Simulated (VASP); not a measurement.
# NaY (Pm-3m) in VASP: notebook, part 2 of 2

VASP 6.6.1. The steps go on from the part before.

## Step 3: Band structure, TPSS

INCAR reads:

```
ALGO = Normal
EDIFF = 1E-7
ENCUT = 520
ISIF = 2
ISMEAR = -1
LASPH = T
LCHARG = F
LMAXMIX = 4
LMIXTAU = T
LREAL = F
LWAVE = F
METAGGA = TPSS
NELM = 60
PREC = Accurate
SIGMA = 0.05
```

KPOINTS reads:

```
k-points
0
Gamma
  7 7 7
```

POSCAR reads:

```
NaY
1.0
    4.0118800000      0.0000000000      0.0000000000
    0.0000000000      4.0118800000      0.0000000000
    0.0000000000      0.0000000000      4.0118800000
Na Y
1 1
Direct
    0.0000000000      0.0000000000      0.0000000000
    0.5000000000      0.5000000000      0.5000000000
```

KPOINTS_OPT reads:

```
path GXMGRX,MR
10
line-mode
reciprocal
 0.0000000000  0.0000000000  0.0000000000  G
 0.0000000000  0.5000000000  0.0000000000  X

 0.0000000000  0.5000000000  0.0000000000  X
 0.5000000000  0.5000000000  0.0000000000  M

 0.5000000000  0.5000000000  0.0000000000  M
 0.0000000000  0.0000000000  0.0000000000  G

 0.0000000000  0.0000000000  0.0000000000  G
 0.5000000000  0.5000000000  0.5000000000  R

 0.5000000000  0.5000000000  0.5000000000  R
 0.0000000000  0.5000000000  0.0000000000  X

 0.5000000000  0.5000000000  0.0000000000  M
 0.5000000000  0.5000000000  0.5000000000  R
```

Potentials or basis: VASP PAW PBE potentials, release 64 (Na_pv, Y_sv).

Launch:

```bash
$ cat potpaw_PBE.64/Na_pv/POTCAR potpaw_PBE.64/Y_sv/POTCAR > POTCAR
$ mpirun -np 1 vasp_std > vasp.out
```

OUTCAR:

```text
EDIFF = 1E-7
   ENCUT = 520
   ISIF = 2
   ISMEAR = -1
   LASPH = T
   LREAL = F
   METAGGA = TPSS
   NELM = 60
   PREC = Accurate

 ion  position               nearest neighbor table
   1  0.000  0.000  0.000-   2 3.47   2 3.47   2 3.47   2 3.47   2 3.47   2 3.47   2 3.47   2 3.47

   2  0.500  0.500  0.500-   1 3.47   1 3.47   1 3.47   1 3.47   1 3.47   1 3.47   1 3.47   1 3.47

  LATTYP: Found a simple cubic cell.
 ALAT       =     4.0118800000

  Lattice vectors:

 A1 = (   4.0118800000,   0.0000000000,   0.0000000000)
 A2 = (   0.0000000000,   4.0118800000,   0.0000000000)
 A3 = (   0.0000000000,   0.0000000000,   4.0118800000)

Analysis of symmetry for initial positions (statically):
=====================================================================
 Subroutine PRICEL returns:
 Original cell was already a primitive cell.

 Routine SETGRP: Setting up the symmetry group for a
 simple cubic supercell.

 Subroutine GETGRP returns: Found 48 space group operations
 (whereof 48 operations were pure point group operations)
 out of a pool of 48 trial point group operations.

The static configuration has the point symmetry O_h .

[... 169 lines left out ...]
      5     -21.9052      2.00000
      6     -21.9052      2.00000
      7     -21.9052      2.00000
      8      -2.2975      2.00000
      9       1.7253      1.93354
     10       1.7253      1.93354
     11       4.7613      0.00000
     12       4.7613      0.00000
     13       4.7613      0.00000
[... 290 lines left out ...]
  band No.  band energies     occupation
      1     -42.2647      2.00000
      2     -22.0686      2.00000
      3     -22.0545      2.00000
      4     -22.0545      2.00000
      5     -21.9963      2.00000
      6     -21.9963      2.00000
      7     -21.9824      2.00000
      8       1.3953      1.99991
      9       1.6248      1.99084
     10       1.6248      1.99084
     11       4.1518      0.00000
     12       4.3457      0.00000
     13       4.3457      0.00000

------------------------ aborting loop because EDIFF is reached ----------------------------------------

  FORCE on cell =-STRESS in cart. coord.  units (eV):
  Direction    XX          YY          ZZ          XY          YZ          ZX
  --------------------------------------------------------------------------------------
  -------------------------------------------------------------------------------------
  Total       -0.0573177     -0.0573177     -0.0573177     -0.0000000      0.0000000     -0.0000000
  in kB       -1.4221821     -1.4221821     -1.4221821     -0.0000000      0.0000000     -0.0000000
  external PRESSURE =      -1.4221821 kB  Pullay stress =       0.0000000 kB

 VOLUME and BASIS-vectors are now :
 -----------------------------------------------------------------------------
  energy-cutoff  :      520.00
  volume of cell :       64.57
      direct lattice vectors                 reciprocal lattice vectors
     4.011880000  0.000000000  0.000000000     0.249259699  0.000000000  0.000000000
     0.000000000  4.011880000  0.000000000     0.000000000  0.249259699  0.000000000
     0.000000000  0.000000000  4.011880000     0.000000000  0.000000000  0.249259699

 POSITION                                       TOTAL-FORCE (eV/Angst)
 -----------------------------------------------------------------------------------
      0.00000      0.00000      0.00000         0.000000      0.000000      0.000000
      2.00594      2.00594      2.00594         0.000000      0.000000      0.000000
 -----------------------------------------------------------------------------------
    total drift:                                0.000000      0.000000      0.000000

  FREE ENERGIE OF THE ION-ELECTRON SYSTEM (eV)
  ---------------------------------------------------
  free  energy   TOTEN  =       -18.9587210887 eV

  energy  without entropy=      -18.9318195268  energy(sigma->0) =      -18.94527031
```

It took 95 s on 1 thread of Intel Xeon 6975P-C (Granite Rapids), shared host; peak memory 0.19 GiB.

Results:

```
Free energy             : -18.9587 eV
Pressure                : -0.1 GPa
Band gap along the path : none (metal or under the smearing width)
```

Levels at the corners of the path, in eV from the Fermi level:
```csv
point,band 5,band 6,band 7,band 8,band 9,band 10,band 11,band 12,band 13
Γ,-23.80,-23.80,-23.80,-4.19,-0.17,-0.17,2.87,2.87,2.87
X,-23.92,-23.82,-23.82,-2.22,-1.25,0.35,1.61,1.61,3.03
X,-23.92,-23.82,-23.82,-2.22,-1.25,0.35,1.61,1.61,3.03
M,-23.83,-23.83,-23.81,-1.09,-0.45,0.71,0.71,1.84,1.84
M,-23.83,-23.83,-23.81,-1.09,-0.45,0.71,0.71,1.84,1.84
Γ,-23.80,-23.80,-23.80,-4.19,-0.17,-0.17,2.87,2.87,2.87
Γ,-23.80,-23.80,-23.80,-4.19,-0.17,-0.17,2.87,2.87,2.87
R,-23.90,-23.90,-23.90,-0.37,-0.37,-0.37,2.93,2.93,2.93
R,-23.90,-23.90,-23.90,-0.37,-0.37,-0.37,2.93,2.93,2.93
X,-23.92,-23.82,-23.82,-2.22,-1.25,0.35,1.61,1.61,3.03
M,-23.83,-23.83,-23.81,-1.09,-0.45,0.71,0.71,1.84,1.84
R,-23.90,-23.90,-23.90,-0.37,-0.37,-0.37,2.93,2.93,2.93
```

Caveat: the PAW data sets were made with another functional, which shifts forces and pressure a little.

## Step 4: Band structure, TB-mBJ

POSCAR is that of step 3.

INCAR.step1 reads:

```
ALGO = Normal
EDIFF = 1E-5
ENCUT = 520
GGA = PE
ISIF = 2
ISMEAR = -1
LASPH = T
LCHARG = F
LMAXMIX = 4
LREAL = F
LWAVE = T
NELM = 60
PREC = Accurate
SIGMA = 0.05
```

INCAR.step2 reads:

```
ALGO = Normal
EDIFF = 1E-7
ENCUT = 520
ISIF = 2
ISMEAR = -1
ISTART = 1
LASPH = T
LCHARG = F
LMAXMIX = 4
LREAL = F
LWAVE = F
METAGGA = MBJ
NELM = 60
PREC = Accurate
SIGMA = 0.05
```

KPOINTS is that of step 3.

KPOINTS_OPT is that of step 3.

Potentials or basis: VASP PAW PBE potentials, release 64 (Na_pv, Y_sv).

Launch:

```bash
$ cat potpaw_PBE.64/Na_pv/POTCAR potpaw_PBE.64/Y_sv/POTCAR > POTCAR
$ cp INCAR.step1 INCAR
$ mpirun -np 1 vasp_std > vasp.out
$ cp INCAR.step2 INCAR
$ mpirun -np 1 vasp_std > vasp.out
```

OUTCAR:

```text
EDIFF = 1E-7
   ENCUT = 520
   ISIF = 2
   ISMEAR = -1
   ISTART = 1
   LASPH = T
   LREAL = F
   METAGGA = MBJ
   NELM = 60
   PREC = Accurate

 ion  position               nearest neighbor table
   1  0.000  0.000  0.000-   2 3.47   2 3.47   2 3.47   2 3.47   2 3.47   2 3.47   2 3.47   2 3.47

   2  0.500  0.500  0.500-   1 3.47   1 3.47   1 3.47   1 3.47   1 3.47   1 3.47   1 3.47   1 3.47

  LATTYP: Found a simple cubic cell.
 ALAT       =     4.0118800000

  Lattice vectors:

 A1 = (   4.0118800000,   0.0000000000,   0.0000000000)
 A2 = (   0.0000000000,   4.0118800000,   0.0000000000)
 A3 = (   0.0000000000,   0.0000000000,   4.0118800000)

Analysis of symmetry for initial positions (statically):
=====================================================================
 Subroutine PRICEL returns:
 Original cell was already a primitive cell.

 Routine SETGRP: Setting up the symmetry group for a
 simple cubic supercell.

 Subroutine GETGRP returns: Found 48 space group operations
 (whereof 48 operations were pure point group operations)
[... 169 lines left out ...]
      1     -42.3321      2.00000
      2     -23.9262      2.00000
      3     -23.9262      2.00000
      4     -23.9262      2.00000
      5     -22.2681      2.00000
      6     -22.2681      2.00000
      7     -22.2681      2.00000
      8      -2.4412      2.00000
      9       1.3104      1.97824
     10       1.3104      1.97824
     11       4.0726      0.00000
     12       4.0726      0.00000
     13       4.0726      0.00000
[... 290 lines left out ...]
  band No.  band energies     occupation
      1     -42.3192      2.00000
      2     -23.9318      2.00000
      3     -23.9314      2.00000
      4     -23.9314      2.00000
      5     -22.3371      2.00000
      6     -22.3371      2.00000
      7     -22.3368      2.00000
      8       1.0473      1.99989
      9       1.2513      1.99327
     10       1.2513      1.99327
     11       4.0150      0.00000
     12       4.0256      0.00000
     13       4.0256      0.00000

------------------------ aborting loop because EDIFF is reached ----------------------------------------

  FORCE on cell =-STRESS in cart. coord.  units (eV):
  Direction    XX          YY          ZZ          XY          YZ          ZX
  --------------------------------------------------------------------------------------
  -------------------------------------------------------------------------------------
  Total      -45.9508562    -45.9508562    -45.9508562     -0.0000000     -0.0000000     -0.0000000
  in kB    -1140.1457895  -1140.1457895  -1140.1457895     -0.0000000     -0.0000000     -0.0000000
  external PRESSURE =   -1140.1457895 kB  Pullay stress =       0.0000000 kB

 VOLUME and BASIS-vectors are now :
 -----------------------------------------------------------------------------
  energy-cutoff  :      520.00
  volume of cell :       64.57
      direct lattice vectors                 reciprocal lattice vectors
     4.011880000  0.000000000  0.000000000     0.249259699  0.000000000  0.000000000
     0.000000000  4.011880000  0.000000000     0.000000000  0.249259699  0.000000000
     0.000000000  0.000000000  4.011880000     0.000000000  0.000000000  0.249259699

 POSITION                                       TOTAL-FORCE (eV/Angst)
 -----------------------------------------------------------------------------------
      0.00000      0.00000      0.00000         0.000000      0.000000      0.000000
      2.00594      2.00594      2.00594         0.000000      0.000000      0.000000
 -----------------------------------------------------------------------------------
    total drift:                                0.000000      0.000000      0.000000

  FREE ENERGIE OF THE ION-ELECTRON SYSTEM (eV)
  ---------------------------------------------------
  free  energy   TOTEN  =       184.0085457385 eV

  energy  without entropy=      184.0402610132  energy(sigma->0) =      184.02440338
```

OUTCAR.step1:

```text
EDIFF = 1E-5
   ENCUT = 520
   GGA = PE
   ISIF = 2
   ISMEAR = -1
[... 536 lines left out ...]
 -----------------------------------------------------------------------------------
      0.00000      0.00000      0.00000         0.000000      0.000000      0.000000
      2.00594      2.00594      2.00594         0.000000      0.000000      0.000000
 -----------------------------------------------------------------------------------
    total drift:                                0.000000      0.000000      0.000000

  FREE ENERGIE OF THE ION-ELECTRON SYSTEM (eV)
  ---------------------------------------------------
  free  energy   TOTEN  =        -6.9031748296 eV

  energy  without entropy=       -6.8756877998  energy(sigma->0) =       -6.88943131
```

OSZICAR.step1:

```text
N       E                     dE             d eps       ncg     rms          rms(c)
DAV:   1     0.104110802547E+03    0.10411E+03   -0.93950E+03   525   0.134E+03
DAV:   2     0.280403462811E+00   -0.10383E+03   -0.10146E+03   560   0.329E+02
DAV:   3    -0.701282711591E+01   -0.72932E+01   -0.70483E+01   978   0.685E+01
DAV:   4    -0.733957498452E+01   -0.32675E+00   -0.32510E+00   609   0.104E+01
DAV:   5    -0.736870856959E+01   -0.29134E-01   -0.29116E-01   827   0.219E+00    0.171E+01
DAV:   6    -0.696749316152E+01    0.40122E+00   -0.71168E-01   709   0.460E+00    0.112E+01
DAV:   7    -0.691801558743E+01    0.49478E-01   -0.83429E-01   747   0.503E+00    0.125E+00
DAV:   8    -0.690382853731E+01    0.14187E-01   -0.17162E-01   668   0.342E+00    0.602E-01
DAV:   9    -0.690407526985E+01   -0.24673E-03   -0.49292E-03   623   0.657E-01    0.581E-01
DAV:  10    -0.690322722607E+01    0.84804E-03   -0.34652E-03   565   0.830E-01    0.324E-01
DAV:  11    -0.690321841855E+01    0.88075E-05   -0.56944E-04   665   0.360E-01    0.214E-01
DAV:  12    -0.690318058495E+01    0.37834E-04   -0.66973E-05   634   0.187E-01    0.179E-01
DAV:  13    -0.690317482955E+01    0.57554E-05   -0.42437E-05   583   0.109E-01
   1 F= -.69031748E+01 E0= -.68894313E+01  d E =-.274870E-01
```

Run time: 39 s. Hardware: 1 thread of Intel Xeon 6975P-C (Granite Rapids), shared host; peak memory 0.19 GiB.

What came out:

| Property | Result |
| --- | --- |
| Band gap along the path | none (metal or under the smearing width) |

Levels at the corners of the path, in eV from the Fermi level:
| point | band 7 | band 8 | band 9 | band 10 | band 11 | band 12 |
| --- | --- | --- | --- | --- | --- | --- |
| Γ | -23.80 | -3.98 | -0.23 | -0.23 | 2.54 | 2.54 |
| X | -23.80 | -2.03 | -1.05 | 0.25 | 1.43 | 1.43 |
| X | -23.80 | -2.03 | -1.05 | 0.25 | 1.43 | 1.43 |
| M | -23.79 | -1.09 | -0.38 | 0.98 | 0.98 | 1.62 |
| M | -23.79 | -1.09 | -0.38 | 0.98 | 0.98 | 1.62 |
| Γ | -23.80 | -3.98 | -0.23 | -0.23 | 2.54 | 2.54 |
| Γ | -23.80 | -3.98 | -0.23 | -0.23 | 2.54 | 2.54 |
| R | -23.88 | -0.39 | -0.39 | -0.39 | 3.25 | 3.25 |
| R | -23.88 | -0.39 | -0.39 | -0.39 | 3.25 | 3.25 |
| X | -23.80 | -2.03 | -1.05 | 0.25 | 1.43 | 1.43 |
| M | -23.79 | -1.09 | -0.38 | 0.98 | 0.98 | 1.62 |
| R | -23.88 | -0.39 | -0.39 | -0.39 | 3.25 | 3.25 |

Caveat: the PAW data sets were made with another functional, which shifts forces and pressure a little.

## Step 5: Overview

| level | pressure (GPa) |
| --- | --- |
| SCAN | -0.3 |
| TPSS | -0.1 |
| TB-mBJ | - |

Alike in all rows: task band structure; potentials or basis VASP PAW PBE potentials, release 64 (Na_pv, Y_sv); no spin polarisation; cell as given; k mesh 7 × 7 × 7; cutoff (eV) 520; smearing fermi-dirac 0.05 eV.

Caveats: the PAW data sets were made with another functional, which shifts forces and pressure a little.

Total energies depend on the potentials used, so only differences within one code and one set of settings carry meaning.
